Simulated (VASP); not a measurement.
Set up this calculation in VASP 6.6.1, as the native input.

| Quantity | Value |
| --- | --- |
| Task | single point |
| Functional | PBE |
| Potentials or basis | VASP PAW PBE potentials, release 64 (K_sv, Be) |
| Cutoff | 520 eV |
| k mesh | 8 × 8 × 5 |
| Occupations | fermi-dirac, width 0.05 eV |
| Spin | no spin polarisation |
| Further INCAR settings | ALGO = Normal; EDIFF = 1e-07; NBANDS = 14 |

The structure of KBe2 lies in POSCAR:

```
KBe2
1.0
    3.8432600000      0.0000000000      0.0000000000
   -1.9216300000      3.3283600000      0.0000000000
    0.0000000000      0.0000000000      5.3959900000
K Be
1 2
Direct
    0.0000000000      0.0000000000      0.5000000000
    0.3333300000      0.6666700000      0.0000000000
    0.6666700000      0.3333300000      0.0000000000
```

The cell was built by a generator and needn't be a form met in nature.

The input as run:

INCAR

```
SYSTEM = KBe2
PREC     = Accurate       ! precision mode
ENCUT    = 520            ! plane-wave cutoff, eV
EDIFF    = 1E-7           ! SCF threshold, eV
ISMEAR   = -1             ! smearing method
SIGMA    = 0.05           ! smearing width, eV
LREAL    = .FALSE.        ! projectors in reciprocal space
LASPH    = .TRUE.         ! aspherical terms in the spheres
NELM     = 100            ! most SCF steps
ALGO     = Normal         ! electronic algorithm
ISIF     = 2              ! what is computed and relaxed
LWAVE    = .FALSE.        ! write WAVECAR
LCHARG   = .TRUE.         ! write CHGCAR
GGA      = PE             ! functional
LELF     = .TRUE.         ! ELF
LVHAR    = .TRUE.       
NBANDS   = 14             ! bands
```

KPOINTS

```
Automatic mesh
0
G
  8 8 5
  0 0 0
```

Potentials or basis: VASP PAW PBE potentials, release 64 (K_sv, Be).

The run is started by

```bash
$ cat potpaw_PBE.64/K_sv/POTCAR potpaw_PBE.64/Be/POTCAR > POTCAR
$ mpirun -np 1 vasp_std > vasp.out
```

Results of the run:

```yaml
Pressure: 0.1 GPa
Band_gap_on_the_k_mesh: none (metal or under the smearing width)
```

Wall time 58 s on 1 thread of Intel(R) Xeon(R) Platinum 8488C (Sapphire Rapids) (shared host), peak memory 0.2 GiB.
